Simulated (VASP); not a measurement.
Ca3ZnSe4:

```xyz
8
Lattice="6.3818 0.0000 0.0000 0.0000 6.3818 0.0000 0.0000 0.0000 6.3818" Properties=species:S:1:pos:R:3 pbc="T T T"
Se    1.4387    1.4619    1.5256
Se    1.4574    4.9320    4.9155
Se    4.9048    1.4598    4.8671
Se    4.9011    4.9316    1.4731
Zn    6.3464    6.3559    6.3604
Ca    3.1726    6.3530    3.1942
Ca    3.1787    3.1738    0.0027
Ca    6.3330    3.2291    3.1616
```

The cell comes from a database or a generator and needn't be the stable form of this composition.

The cell isn't the ideal one: atoms moved at random, drawn with an rms of 0.05 Å.

```yaml
Program: VASP 6.6.1
Task: relaxation of the atoms
Functional: PW91
Potentials_or_basis: VASP PAW PBE potentials, release 64 (Se, Zn, Ca_sv)
Cutoff: 520 eV
k_mesh: 3 × 3 × 3
Occupations: gaussian, width 0.05 eV
Spin: no spin polarisation
```

At the start: pressure -0.1 GPa; volume 32.49 Å³/atom.

Question: Where does the relaxation end?

Answer: Over 6 steps the energy falls by 3.4 meV/atom; space group P-43m (No. 215, to 0.05 Å).

The path:
```
step  energy change (eV)  largest force (eV/Å)  pressure (GPa)
   1              0.0000                0.2705           -0.08
   2             -0.0223                0.1253           -0.11
   3             -0.0262                0.0267           -0.12
   4             -0.0267                0.0272           -0.12
   5             -0.0272                0.0187           -0.12
   6             -0.0273                0.0068           -0.12
```

Final structure:
```cif
data_structure
_symmetry_space_group_name_H-M 'P 1'
_symmetry_Int_Tables_number 1
_cell_length_a 6.3818
_cell_length_b 6.3818
_cell_length_c 6.3818
_cell_angle_alpha 90.000
_cell_angle_beta 90.000
_cell_angle_gamma 90.000
_cell_volume 259.92
loop_
_atom_site_label
_atom_site_type_symbol
_atom_site_fract_x
_atom_site_fract_y
_atom_site_fract_z
_atom_site_occupancy
Se1 Se 0.22598 0.22961 0.22952 1
Se2 Se 0.22667 0.77010 0.76995 1
Se3 Se 0.76754 0.22951 0.76929 1
Se4 Se 0.76599 0.76991 0.22910 1
Zn1 Zn 0.99657 0.99933 0.99988 1
Ca1 Ca 0.49649 0.00011 0.49964 1
Ca2 Ca 0.49657 0.49896 0.99908 1
Ca3 Ca 0.99654 0.50057 0.49929 1
```

Caveat: the PAW data sets were made with another functional, which shifts forces and pressure a little.
